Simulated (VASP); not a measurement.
Here is a VASP 6.6.1 calculation.

The input INCAR:

```
PREC = Accurate ; ENCUT = 600
EDIFF = 1E-7 ; ISMEAR = 0
SIGMA = 0.1 ; LREAL = False
LASPH = True ; NELM = 100
ALGO = Normal ; ISIF = 3
LWAVE = False ; LCHARG = False
GGA = CA ; IBRION = 2
NSW = 90 ; EDIFFG = -0.005
```

Contents of KPOINTS:

```
regular mesh
0
Gamma
  18 18 18
```

The input POSCAR:

```
Nb
1.0
   -1.6588161900      1.6588161900      1.6588161900
    1.6588161900     -1.6588161900      1.6588161900
    1.6588161900      1.6588161900     -1.6588161900
Nb
1
Direct
    0.0000000000      0.0000000000      0.0000000000
```

Potentials or basis: VASP PAW LDA potentials, release 64 (Nb_sv).

Launch:

```sh
$ cat potpaw_LDA.64/Nb_sv/POTCAR > POTCAR
$ mpirun -np 1 vasp_std > vasp.out
```

Problem. What does it give for the band gap on the k mesh?

Solution. None (metal or under the smearing width).

Problem. Estimate the relaxed cell.

Solution. a = 2.812 Å, b = 2.812 Å, c = 2.812 Å, α = 109.47°, β = 109.47°, γ = 109.47°.

Final structure:
```yaml
crystal:
  lattice:
    - [-1.62356, 1.62356, 1.62356]
    - [1.62356, -1.62356, 1.62356]
    - [1.62356, 1.62356, -1.62356]
  atoms:
    - { symbol: Nb, position: [0.00000, 0.00000, 0.00000] }
```
